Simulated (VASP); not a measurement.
Given:

```
Li2Se
1.0
    0.00000     2.92839     2.92839
    2.92839     0.00000     2.92839
    2.92839     2.92839     0.00000
Li Se
2 1
Direct
  0.25000   0.25000   0.25000
  0.75000   0.75000   0.75000
  0.00000   0.00000   0.00000
```

Method: LDA (Ceperley-Alder, Perdew-Zunger) with spin-orbit coupling, VASP's LDA PAW potentials (set 64) (plane waves; VASP). Numerical set-up: 520 eV cut-off, 6×6×6 Γ-centred mesh, Gaussian smearing of 0.050 eV, potentials Li_sv Se.

Q: What does the run give for the energy per atom (σ→0), band gap (over mesh and band path) with the smallest direct gap where there is one?

A: 
band gap (over mesh and band path): 2.61 eV
smallest direct gap (over mesh and band path): 3.41 eV
energy per atom (σ→0): -4.066 eV/atom

Total energies compare only between runs with the same potentials, cut-off and functional.

The compound is Li2Se in the antifluorite structure. It was relaxed first, which changed the volume by -7 %.
